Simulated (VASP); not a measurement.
Output of a VASP run:

File OSZICAR:
```
       N       E                     dE             d eps       ncg     rms          rms(c)
DAV:   1     0.157358798439E+03    0.15736E+03   -0.97738E+03   812   0.144E+03
DAV:   2     0.557352653846E+01   -0.15179E+03   -0.14915E+03   842   0.341E+02
DAV:   3    -0.756859929217E+01   -0.13142E+02   -0.13094E+02  1088   0.106E+02
DAV:   4    -0.785685262846E+01   -0.28825E+00   -0.28812E+00   878   0.194E+01
DAV:   5    -0.786722770653E+01   -0.10375E-01   -0.10375E-01  1140   0.361E+00    0.283E+00
DAV:   6    -0.751845555397E+01    0.34877E+00   -0.95877E-01  1128   0.697E+00    0.157E+00
DAV:   7    -0.751812881042E+01    0.32674E-03   -0.15284E-01   904   0.210E+00    0.903E-01
DAV:   8    -0.752617928890E+01   -0.80505E-02   -0.21120E-02   866   0.180E+00    0.204E-01
DAV:   9    -0.752567110309E+01    0.50819E-03   -0.33115E-03  1260   0.630E-01    0.792E-02
DAV:  10    -0.752592807943E+01   -0.25698E-03   -0.49547E-04   830   0.164E-01    0.266E-02
DAV:  11    -0.752596786013E+01   -0.39781E-04   -0.17903E-04   892   0.143E-01    0.102E-02
DAV:  12    -0.752596907684E+01   -0.12167E-05   -0.93857E-06  1010   0.205E-02    0.326E-03
DAV:  13    -0.752597019655E+01   -0.11197E-05   -0.33521E-06   860   0.112E-02    0.239E-03
DAV:  14    -0.752597035851E+01   -0.16195E-06   -0.14076E-07   898   0.418E-03    0.749E-04
DAV:  15    -0.752597038787E+01   -0.29359E-07   -0.44270E-08   604   0.263E-03
   1 F= -.75259704E+01 E0= -.75259704E+01  d E =0.000000E+00
```

### OUTCAR
```
------------------------ aborting loop because EDIFF is reached ----------------------------------------
  FORCE on cell =-STRESS in cart. coord.  units (eV):
  Direction    XX          YY          ZZ          XY          YZ          ZX
  --------------------------------------------------------------------------------------
  Total        0.0068314      0.0068314      0.0068314     -0.0000000      0.0000000      0.0000000
  in kB        0.1755759      0.1755759      0.1755759     -0.0000000      0.0000000      0.0000000
  external PRESSURE =       0.1755759 kB  Pullay stress =       0.0000000 kB
  volume of cell :       62.34
      direct lattice vectors                 reciprocal lattice vectors
     0.000000000  3.147092070  3.147092070    -0.158876826  0.158876826  0.158876826
     3.147092070  0.000000000  3.147092070     0.158876826 -0.158876826  0.158876826
     3.147092070  3.147092070  0.000000000     0.158876826  0.158876826 -0.158876826
  FREE ENERGIE OF THE ION-ELECTRON SYSTEM (eV)
  ---------------------------------------------------
  free  energy   TOTEN  =        -7.5259703879 eV

  energy  without entropy=       -7.5259703879  energy(sigma->0) =       -7.52597039

 total charge

# of ion       s       p       d       tot
------------------------------------------
    1        1.488   0.487   9.838  11.812
    2        1.461   2.327   0.012   3.801
--------------------------------------------------
tot          2.948   2.814   9.850  15.613
```
(Selected blocks of OUTCAR.)

File POSCAR:
```
PbSe
1
    0.0000000000     3.1470920695     3.1470920695
    3.1470920695     0.0000000000     3.1470920695
    3.1470920695     3.1470920695     0.0000000000
Pb Se
1 1
Direct
  0.0000000000   0.0000000000   0.0000000000
  0.5000000000   0.5000000000   0.5000000000
```

Problem. Write an INCAR and KPOINTS that could have produced this output.

Solution. Several could match; the one computed here: the input of the run itself, RPBE GGA, plane waves, VASP's PBE PAW potentials (set 64).

File KPOINTS:
```
Automatic mesh
0
Gamma
8 8 8
0 0 0
```

**INCAR**
```
SYSTEM  =  PbSe
PREC  =  Accurate; ENCUT  =  520; LREAL  =  .False.
LASPH  =  .True.
EDIFF  =  1E-7; NELM  =  100; ALGO  =  Normal
LMAXMIX  =  4
ISMEAR  =  -5
GGA  =  RP
ISIF  =  2
LWAVE  =  .False.; LCHARG  =  .True.; LORBIT  =  11
NEDOS  =  601
```

POTCAR, in this order: Pb_d Se (PBE.64 set). Program: vasp_std.

The compound is PbSe in the rock salt structure. It was relaxed first, which changed the volume by +9 %.
